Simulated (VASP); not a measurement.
# LiF (Griceite): accuracy against cost in the SCF solver and SCF threshold, part 2 of 3

Aim: find what the SCF solver and SCF threshold change for LiF (Griceite), and what they cost. The series runs use LDA. The atoms of the start are displaced at random from the sites of a Fm-3m cell.

VASP 6.6.1; LDA; plane waves and PAW (Li_sv, F).

So far. Step 4 (SCF solver: ALGO = VeryFast): Against the first of the series the energy stays within 0.01 meV an atom; the pressure moves by -0.05 GPa, after 23 cycles in 63 s. Step 5 (SCF solver: ALGO = All): Against the first of the series the energy stays within 0.01 meV an atom; the pressure moves by -0.03 GPa, after 13 cycles in 29 s.

### 6. SCF solver: ALGO = Damped

The input, INCAR:

```
SYSTEM = LiF
PREC = Accurate
ENCUT = 650
EDIFF = 1E-06
NELM = 100
ISMEAR = -1
SIGMA = 0.05
LREAL = .FALSE.
ALGO = Damped
GGA = CA
NBANDS = 11
LORBIT = 11
LWAVE = .FALSE.
LCHARG = .FALSE.
KPAR = 2
ISIF = 2
```

The input, POSCAR:

```
LiF
1.0
    0.0000000000      2.0140000000      2.0140000000
    2.0140000000      0.0000000000      2.0140000000
    2.0140000000      2.0140000000      0.0000000000
Li F
1 1
Direct
    0.0146860000     -0.0201360000      0.0202120000
    0.5101770000      0.4993470000      0.5105960000
```

The input, KPOINTS:

```
Automatic mesh
0
Gamma
10 10 10
0 0 0
```

PAW data sets: Li_sv and F (PBE family, release 64).

Started as:

```sh
mpirun -np 2 vasp_std
```

The program printed:

```text
[... set-up lines as in an earlier step ...]
 entering main loop
       N       E                     dE             d eps       ncg     rms           ort
DAV:   1     0.706142853170E+02    0.70614E+02   -0.68987E+03  5544   0.116E+03
DAV:   2    -0.623909015682E+01   -0.76853E+02   -0.73852E+02  5544   0.271E+02
DAV:   3    -0.106855293754E+02   -0.44464E+01   -0.43915E+01  5544   0.656E+01
DAV:   4    -0.109126183761E+02   -0.22709E+00   -0.22451E+00  5544   0.160E+01
[...]
DMP:  17    -0.105067192288E+02    0.11850E-05   -0.20586E-04  5544   0.561E-04  -0.122E-04
DMP:  18    -0.105067316597E+02   -0.12431E-04   -0.39740E-05  5544   0.585E-05   0.107E-04
DMP:  19    -0.105067324210E+02   -0.76124E-06   -0.99389E-06  5544   0.483E-05  -0.613E-05
 final diagonalization occupied
   1 F= -.10506732E+02 E0= -.10506732E+02  d E =-.488657E-11
```

The job ended after 38 s (2 MPI ranks of Intel Xeon Platinum 8259CL at 2.50GHz (Skylake/Cascade Lake), shared host; peak memory 0.63 GiB).

OUTCAR, selected parts (step 6):

```text
  Total       -0.6989614     -0.6930749     -0.6914931      0.0005053      0.0007860     -0.0006040
  in kB      -68.5417829    -67.9645377    -67.8094205      0.0495500      0.0770794     -0.0592290
  external PRESSURE =     -68.1052471 kB  Pullay stress =       0.0000000 kB

 POSITION                                       TOTAL-FORCE (eV/Angst)
 -----------------------------------------------------------------------------------
      2.01415      0.07028      2.00302         0.027467     -0.039609      0.041912
      2.03403      2.05584      2.03318        -0.027467      0.039609     -0.041912
 -----------------------------------------------------------------------------------
    total drift:                               -0.000117     -0.000272     -0.000278

  FREE ENERGIE OF THE ION-ELECTRON SYSTEM (eV)
  ---------------------------------------------------
  free  energy   TOTEN  =       -10.5067324210 eV

  energy  without entropy=      -10.5067324210  energy(sigma->0) =      -10.50673242

[... 2 parts as in an earlier step ...]

[... 1 further part left out ...]
[key lines of the parts left out:]
E-fermi :  -0.2397
```

Against the first of the series the energy stays within 0.01 meV an atom; the pressure moves by -0.18 GPa, after 19 cycles in 38 s.

### 7. SCF solver: AMIX = 0.1, BMIX = 0.01

INCAR: that of step 6 with these lines changed.

```diff
@@ -8,3 +8,3 @@
 LREAL = .FALSE.
-ALGO = Damped
+ALGO = Normal
 GGA = CA
@@ -16 +16,3 @@
 ISIF = 2
+AMIX = 0.1
+BMIX = 0.01
```

POSCAR is that of step 6.

KPOINTS is that of step 6.

Started as:

```sh
mpirun -np 2 vasp_std
```

The program printed:

```text
[... set-up lines as in an earlier step ...]
 entering main loop
       N       E                     dE             d eps       ncg     rms          rms(c)
[... 5 cycles as in an earlier step ...]
DAV:   6    -0.107408262302E+02    0.18926E+00   -0.14554E-01 13274   0.249E+00    0.288E+00
DAV:   7    -0.105189436283E+02    0.22188E+00   -0.11346E+00 13024   0.690E+00    0.129E+00
DAV:   8    -0.105132003521E+02    0.57433E-02   -0.73385E-02 13397   0.222E+00    0.502E-01
DAV:   9    -0.105067473076E+02    0.64530E-02   -0.32978E-02 14036   0.117E+00    0.737E-02
DAV:  10    -0.105067098545E+02    0.37453E-04   -0.58899E-04 12469   0.276E-01    0.638E-02
DAV:  11    -0.105067495806E+02   -0.39726E-04   -0.25678E-04 16933   0.131E-01    0.275E-02
DAV:  12    -0.105067339451E+02    0.15636E-04   -0.71377E-05 12623   0.601E-02    0.241E-03
DAV:  13    -0.105067339738E+02   -0.28664E-07   -0.10838E-06 10211   0.115E-02
   1 F= -.10506734E+02 E0= -.10506734E+02  d E =-.125354E-11
```

Run time: 32 s. Hardware: 2 MPI ranks; peak memory 0.41 GiB; 62 s of CPU time.

OUTCAR, selected parts (step 7):

```text
  Total       -0.6801562     -0.6742282     -0.6726497      0.0005271      0.0007687     -0.0005885
  in kB      -66.6976983    -66.1163861    -65.9615935      0.0516875      0.0753840     -0.0577063
  external PRESSURE =     -66.2585593 kB  Pullay stress =       0.0000000 kB

 POSITION                                       TOTAL-FORCE (eV/Angst)
 -----------------------------------------------------------------------------------
      2.01415      0.07028      2.00302         0.027432     -0.039575      0.041856
      2.03403      2.05584      2.03318        -0.027432      0.039575     -0.041856
 -----------------------------------------------------------------------------------
    total drift:                               -0.000101     -0.000184     -0.000251

  FREE ENERGIE OF THE ION-ELECTRON SYSTEM (eV)
  ---------------------------------------------------
  free  energy   TOTEN  =       -10.5067339738 eV

  energy  without entropy=      -10.5067339738  energy(sigma->0) =      -10.50673397

[... 2 parts as in an earlier step ...]

[... 1 further part left out ...]
[key lines of the parts left out:]
E-fermi :  -0.1687
```

Against the first of the series the energy stays within 0.01 meV an atom; the pressure moves by +0.01 GPa, after 13 cycles in 32 s.

### 8. SCF solver: AMIX = 0.8

INCAR: that of step 7 with these lines changed.

```diff
@@ -16,3 +16,2 @@
 ISIF = 2
-AMIX = 0.1
-BMIX = 0.01
+AMIX = 0.8
```

POSCAR is that of step 7.

KPOINTS is that of step 7.

Started as:

```sh
mpirun -np 2 vasp_std
```

The program printed:

```text
[... set-up lines as in an earlier step ...]
 entering main loop
       N       E                     dE             d eps       ncg     rms          rms(c)
[... 5 cycles as in an earlier step ...]
DAV:   6    -0.108536598538E+02    0.76429E-01   -0.75005E+00 12954   0.174E+01    0.471E+00
DAV:   7    -0.105062524656E+02    0.34741E+00   -0.20433E+00 12096   0.920E+00    0.385E-01
DAV:   8    -0.105067502662E+02   -0.49780E-03   -0.21797E-02 12893   0.150E+00    0.110E-01
DAV:   9    -0.105067319631E+02    0.18303E-04   -0.38216E-04 13213   0.224E-01    0.487E-02
DAV:  10    -0.105067339548E+02   -0.19917E-05   -0.49253E-06 13728   0.225E-02    0.976E-03
DAV:  11    -0.105067340129E+02   -0.58116E-07   -0.10579E-06  9404   0.116E-02
   1 F= -.10506734E+02 E0= -.10506734E+02  d E =-.122803E-11
```

It took 26 s on 2 MPI ranks; peak memory 0.41 GiB; 51 s of CPU time.

From OUTCAR (step 8):

```text
  Total       -0.6809410     -0.6750119     -0.6734422      0.0005388      0.0007655     -0.0006036
  in kB      -66.7746542    -66.1932331    -66.0393049      0.0528314      0.0750628     -0.0591892
  external PRESSURE =     -66.3357307 kB  Pullay stress =       0.0000000 kB

 POSITION                                       TOTAL-FORCE (eV/Angst)
 -----------------------------------------------------------------------------------
      2.01415      0.07028      2.00302         0.027419     -0.039547      0.041821
      2.03403      2.05584      2.03318        -0.027419      0.039547     -0.041821
 -----------------------------------------------------------------------------------
    total drift:                               -0.000154     -0.000095     -0.000347

  FREE ENERGIE OF THE ION-ELECTRON SYSTEM (eV)
  ---------------------------------------------------
  free  energy   TOTEN  =       -10.5067340129 eV

  energy  without entropy=      -10.5067340129  energy(sigma->0) =      -10.50673401

[... 2 parts as in an earlier step ...]

[... 1 further part left out ...]
[key lines of the parts left out:]
E-fermi :  -0.1674
```

Against the first of the series the energy stays within 0.01 meV an atom and the pressure within 0.01 GPa, after 11 cycles in 26 s.

### 9. SCF solver: IMIX = 1, AMIX = 0.2

INCAR: that of step 8 with these lines changed.

```diff
@@ -16,2 +16,3 @@
 ISIF = 2
-AMIX = 0.8
+IMIX = 1
+AMIX = 0.2
```

POSCAR is that of step 8.

KPOINTS is that of step 8.

Started as:

```sh
mpirun -np 2 vasp_std
```

The program printed:

```text
[... set-up lines as in an earlier step ...]
 entering main loop
       N       E                     dE             d eps       ncg     rms          rms(c)
[... 5 cycles as in an earlier step ...]
DAV:   6    -0.106321973518E+02    0.29789E+00   -0.48378E-01 13167   0.456E+00    0.212E+00
DAV:   7    -0.105506209265E+02    0.81576E-01   -0.13005E-01 13373   0.245E+00    0.138E+00
DAV:   8    -0.105257243053E+02    0.24897E-01   -0.30069E-02 14434   0.117E+00    0.106E+00
DAV:   9    -0.105163824546E+02    0.93419E-02   -0.78079E-03 14962   0.587E-01    0.858E-01
[...]
DAV:  23    -0.105067348601E+02    0.23685E-05   -0.15495E-06 16027   0.135E-02    0.387E-02
DAV:  24    -0.105067337498E+02    0.11103E-05   -0.94847E-07 14266   0.107E-02    0.310E-02
DAV:  25    -0.105067333052E+02    0.44462E-06   -0.64628E-07 13423   0.873E-03
   1 F= -.10506733E+02 E0= -.10506733E+02  d E =-.114657E-11
```

It took 60 s on 2 MPI ranks; peak memory 0.41 GiB.

From OUTCAR (step 9):

```text
  Total       -0.6945764     -0.6886798     -0.6871186      0.0005161      0.0007553     -0.0005784
  in kB      -68.1117757    -67.5335447    -67.3804450      0.0506085      0.0740697     -0.0567216
  external PRESSURE =     -67.6752551 kB  Pullay stress =       0.0000000 kB

 POSITION                                       TOTAL-FORCE (eV/Angst)
 -----------------------------------------------------------------------------------
      2.01415      0.07028      2.00302         0.027381     -0.039491      0.041764
      2.03403      2.05584      2.03318        -0.027381      0.039491     -0.041764
 -----------------------------------------------------------------------------------
    total drift:                               -0.000176     -0.000060     -0.000384

  FREE ENERGIE OF THE ION-ELECTRON SYSTEM (eV)
  ---------------------------------------------------
  free  energy   TOTEN  =       -10.5067333052 eV

  energy  without entropy=      -10.5067333052  energy(sigma->0) =      -10.50673331

[... 2 parts as in an earlier step ...]

[... 1 further part left out ...]
[key lines of the parts left out:]
E-fermi :  -0.1682
```

Against the first of the series the energy stays within 0.01 meV an atom; the pressure moves by -0.13 GPa, after 25 cycles in 60 s.

### 10. The SCF solver series as a table

This step: convergence of LDA results with the solver; plane waves and PAW (VASP 6.6.1).

This step runs nothing: it gathers the runs above.

Differences are taken from the run with ALGO = Normal. Results of the series, by row:

| setting | status | energy less the reference (meV/atom) | pressure (GPa) | largest force difference (meV/Å) | gap (eV) | SCF cycles | wall time (s) |
| --- | --- | --- | --- | --- | --- | --- | --- |
| ALGO = Normal | converged | 0 | -6.633 | 0 | 8.838 | 11 | 26 |
| ALGO = Fast | converged | 3.00e-5 | -6.672 | 0.171 | 8.838 | 19 | 51 |
| ALGO = VeryFast | converged | 3.80e-4 | -6.687 | 0.111 | 8.838 | 23 | 63 |
| ALGO = All | converged | 1.50e-5 | -6.667 | 0.174 | 8.838 | 13 | 29 |
| ALGO = Damped | converged | 7.60e-4 | -6.811 | 0.132 | 8.84 | 19 | 38 |
| AMIX = 0.1, BMIX = 0.01 | converged | -1.50e-5 | -6.626 | 0.18 | 8.839 | 13 | 32 |
| AMIX = 0.8 | converged | -3.50e-5 | -6.634 | 0.215 | 8.838 | 11 | 26 |
| IMIX = 1, AMIX = 0.2 | converged | 3.15e-4 | -6.768 | 0.272 | 8.84 | 25 | 60 |

### 11. SCF threshold: EDIFF = 0.01

This step: LDA; plane waves and PAW (Li_sv, F) (VASP 6.6.1).

EDIFF stops the electronic loop; forces need it tighter than energies do.

INCAR: that of step 9 with these lines changed.

```diff
@@ -3,3 +3,3 @@
 ENCUT = 650
-EDIFF = 1E-06
+EDIFF = 0.01
 NELM = 100
@@ -16,3 +16 @@
 ISIF = 2
-IMIX = 1
-AMIX = 0.2
```

POSCAR is that of step 9.

KPOINTS is that of step 9.

Started as:

```sh
mpirun -np 2 vasp_std
```

The program printed:

```text
[... set-up lines as in an earlier step ...]
 entering main loop
       N       E                     dE             d eps       ncg     rms          rms(c)
[... 4 cycles as in an earlier step ...]
DAV:   5    -0.109300820949E+02   -0.24644E-03   -0.24643E-03 11466   0.345E-01    0.390E+00
DAV:   6    -0.105254875202E+02    0.40459E+00   -0.19573E+00 13077   0.911E+00    0.143E+00
DAV:   7    -0.105126880721E+02    0.12799E-01   -0.16891E-02 13392   0.122E+00    0.827E-01
DAV:   8    -0.105066969282E+02    0.59911E-02   -0.11098E-02 14398   0.121E+00
   1 F= -.10506697E+02 E0= -.10506697E+02  d E =-.884350E-12
```

Wall time 20 s (2 MPI ranks); peak memory 0.41 GiB.

Parts of OUTCAR (step 11):

```text
   NELECT =      10.0000    total number of electrons

 E-fermi :  -0.1647

 k-point     1 :       0.0000    0.0000    0.0000
  band No.  band energies     occupation
      1     -41.0773      2.00000
      2     -21.0034      2.00000
      3      -1.4517      2.00000
      4      -1.4504      2.00000
      5      -1.4470      2.00000
      6       7.3983      0.00000
      7      21.6876      0.00000
      8      21.7620      0.00000
      9      21.8013      0.00000
     10      22.5219      0.00000
    ...

  Total       -0.5022469     -0.4967668     -0.4951508      0.0005096      0.0004768     -0.0003881
  in kB      -49.2514969    -48.7141102    -48.5556413      0.0499719      0.0467565     -0.0380590
  external PRESSURE =     -48.8404161 kB  Pullay stress =       0.0000000 kB

 POSITION                                       TOTAL-FORCE (eV/Angst)
 -----------------------------------------------------------------------------------
      2.01415      0.07028      2.00302         0.022728     -0.032017      0.033313
      2.03403      2.05584      2.03318        -0.022728      0.032017     -0.033313
 -----------------------------------------------------------------------------------
    total drift:                               -0.007382      0.011663     -0.013483

  FREE ENERGIE OF THE ION-ELECTRON SYSTEM (eV)
  ---------------------------------------------------
  free  energy   TOTEN  =       -10.5066969282 eV

  energy  without entropy=      -10.5066969282  energy(sigma->0) =      -10.50669693

[... 8 parts as in an earlier step ...]

[... 9 further parts left out ...]
```

Numbers from this step:

```
SCF cycles                     : 8
Fermi energy                   : -0.1647 eV
pressure                       : -4.884 GPa
gap on the k-mesh              : 8.845 eV
least direct gap on the k-mesh : 8.845 eV
```

The series starts at -5.2533 eV an atom and -4.88 GPa, after 8 cycles in 20 s.

### 12. SCF threshold: EDIFF = 0.001

INCAR: that of step 11 with these lines changed.

```diff
@@ -3,3 +3,3 @@
 ENCUT = 650
-EDIFF = 0.01
+EDIFF = 0.001
 NELM = 100
```

POSCAR is that of step 11.

KPOINTS is that of step 11.

Started as:

```sh
mpirun -np 2 vasp_std
```

The program printed:

```text
[... set-up lines as in an earlier step ...]
 entering main loop
       N       E                     dE             d eps       ncg     rms          rms(c)
[... 4 cycles as in an earlier step ...]
DAV:   5    -0.109300886979E+02   -0.25304E-03   -0.25304E-03 14151   0.345E-01    0.390E+00
DAV:   6    -0.105255056451E+02    0.40458E+00   -0.19578E+00 13077   0.911E+00    0.143E+00
DAV:   7    -0.105127037420E+02    0.12802E-01   -0.16959E-02 14926   0.122E+00    0.826E-01
DAV:   8    -0.105067263405E+02    0.59774E-02   -0.11041E-02 16135   0.119E+00    0.100E-01
DAV:   9    -0.105067221084E+02    0.42321E-05   -0.10811E-03 10699   0.328E-01
   1 F= -.10506722E+02 E0= -.10506722E+02  d E =-.109309E-11
```

Run time: 24 s. Hardware: 2 MPI ranks; peak memory 0.41 GiB.

Parts of OUTCAR (step 12):

```text
  Total       -0.7384391     -0.7325767     -0.7309279      0.0005011      0.0007704     -0.0005934
  in kB      -72.4130541    -71.8381721    -71.6764923      0.0491344      0.0755444     -0.0581872
  external PRESSURE =     -71.9759062 kB  Pullay stress =       0.0000000 kB

 POSITION                                       TOTAL-FORCE (eV/Angst)
 -----------------------------------------------------------------------------------
      2.01415      0.07028      2.00302         0.027297     -0.039439      0.041730
      2.03403      2.05584      2.03318        -0.027297      0.039439     -0.041730
 -----------------------------------------------------------------------------------
    total drift:                               -0.000437      0.000406     -0.000876

  FREE ENERGIE OF THE ION-ELECTRON SYSTEM (eV)
  ---------------------------------------------------
  free  energy   TOTEN  =       -10.5067221084 eV

  energy  without entropy=      -10.5067221084  energy(sigma->0) =      -10.50672211

[... 2 parts as in an earlier step ...]

[... 1 further part left out ...]
[key lines of the parts left out:]
E-fermi :  -0.1575
```

Against the run before the energy moves by -0.01 meV an atom and the pressure by -2.31 GPa, after 9 cycles in 24 s.

### 13. SCF threshold: EDIFF = 1E-04

INCAR: that of step 12 with these lines changed.

```diff
@@ -3,3 +3,3 @@
 ENCUT = 650
-EDIFF = 0.001
+EDIFF = 1E-04
 NELM = 100
```

POSCAR is that of step 12.

KPOINTS is that of step 12.

Started as:

```sh
mpirun -np 2 vasp_std
```

The program printed:

```text
[... set-up lines as in an earlier step ...]
 entering main loop
       N       E                     dE             d eps       ncg     rms          rms(c)
[... 8 cycles as in an earlier step ...]
DAV:   9    -0.105067230955E+02    0.34253E-05   -0.10899E-03 12406   0.328E-01    0.415E-02
DAV:  10    -0.105067341058E+02   -0.11010E-04   -0.59389E-05  8621   0.648E-02
   1 F= -.10506734E+02 E0= -.10506734E+02  d E =-.950495E-12
```

Run time: 24 s. Hardware: 2 MPI ranks; peak memory 0.41 GiB; 46 s of CPU time.

From OUTCAR (step 13):

```text
  Total       -0.6892395     -0.6833225     -0.6817571      0.0005588      0.0008040     -0.0006248
  in kB      -67.5884303    -67.0081957    -66.8546896      0.0547962      0.0788441     -0.0612699
  external PRESSURE =     -67.1504385 kB  Pullay stress =       0.0000000 kB

 POSITION                                       TOTAL-FORCE (eV/Angst)
 -----------------------------------------------------------------------------------
      2.01415      0.07028      2.00302         0.027438     -0.039618      0.041909
      2.03403      2.05584      2.03318        -0.027438      0.039618     -0.041909
 -----------------------------------------------------------------------------------
    total drift:                                0.000088     -0.000532      0.000146

  FREE ENERGIE OF THE ION-ELECTRON SYSTEM (eV)
  ---------------------------------------------------
  free  energy   TOTEN  =       -10.5067341058 eV

  energy  without entropy=      -10.5067341058  energy(sigma->0) =      -10.50673411

[... 2 parts as in an earlier step ...]

[... 1 further part left out ...]
[key lines of the parts left out:]
E-fermi :  -0.1545
```

Against the run before the energy moves by -0.01 meV an atom and the pressure by +0.48 GPa, after 10 cycles in 24 s.

### 14. SCF threshold: EDIFF = 1E-05

INCAR: that of step 13 with these lines changed.

```diff
@@ -3,3 +3,3 @@
 ENCUT = 650
-EDIFF = 1E-04
+EDIFF = 1E-05
 NELM = 100
```

POSCAR is that of step 13.

KPOINTS is that of step 13.

Started as:

```sh
mpirun -np 2 vasp_std
```

The program printed:

```text
[... set-up lines as in an earlier step ...]
 entering main loop
       N       E                     dE             d eps       ncg     rms          rms(c)
[... 10 cycles as in an earlier step ...]
DAV:  11    -0.105067339161E+02    0.86734E-06   -0.22749E-06  7950   0.179E-02
   1 F= -.10506734E+02 E0= -.10506734E+02  d E =-.107755E-11
```

Wall time 27 s (2 MPI ranks); peak memory 0.41 GiB.

(Continued in part 3 of 3.)

[Lines on the potential files, build, host, timing and source positions are cut from VASP's logs without a mark.]

[Logs are printed without paths, hosts, clocks, repeated set-up lines and the standing remarks that a program may print on its own settings, such as how far it seeks lower states.]

[Hosts, paths, dates, database ids (printed as entryN), source tags and the programs' standing remarks are cut or masked in the printed files.]

[A measured line is paired with the nearest computed mode of its activity, which favours agreement.]
